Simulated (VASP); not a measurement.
A convergence study with VASP on FePt (space group P4/mmm): one setting is varied, all else stays as given below, so the limit is that of these other settings. Each run relaxes cell and ions from the cell shown. The basis is that of the starting cell, so low cut-offs carry a Pulay error.

```
CELL_PARAMETERS angstrom
      2.73360     0.00000     0.00000
      0.00000     2.73360     0.00000
      0.00000     0.00000     3.72855
ATOMIC_POSITIONS crystal
  Fe 0.00000 0.00000 0.00000
  Pt 0.50000 0.50000 0.50000
```
Starting moments (μB, in the order of the record's atoms Fe Pt): 3.0 0.0.

These are PBE GGA, VASP's PBE PAW potentials (set 64) (plane waves; VASP 6.6.1) values and carry that method's errors. The tightest run used: 600 eV cut-off, 12×12×9 Γ-centred mesh, Gaussian smearing of 0.10 eV, potentials Fe Pt.

### Question
The settings run are ENCUT = 210; ENCUT = 255; ENCUT = 300; ENCUT = 360; ENCUT = 450; ENCUT = 600. From which on does the relaxed volume stay within 0.1 Å³/atom of the tightest run?

### Answer
From ENCUT = 300 on: it is off by 0.031 there and by no more than 0.1 in any finer run, while ENCUT = 255 is off by 0.224.
| setting | relaxed volume (Å³/atom) | E (eV/atom) | moment (μB) | plane waves | difference judged (Å³/atom) |
|---|---|---|---|---|---|
| ENCUT = 210 | 12.238 | -7.1606 | 0.000 | 209 | 1.763 |
| ENCUT = 255 | 13.778 | -7.3967 | 3.265 | 270 | 0.224 |
| ENCUT = 300 | 13.970 | -7.4075 | 3.293 | 340 | 0.031 |
| ENCUT = 360 | 13.971 | -7.4021 | 3.293 | 444 | 0.031 |
| ENCUT = 450 | 13.999 | -7.4011 | 3.294 | 624 | 0.003 |
| ENCUT = 600 | 14.002 | -7.4012 | 3.294 | 947 | 0.000 |

Left out are rungs that failed or repeat a setting and relaxations that didn't move; long series are thinned to 24 rows.

The structure is a typed FePt crystal (space group no. 123).
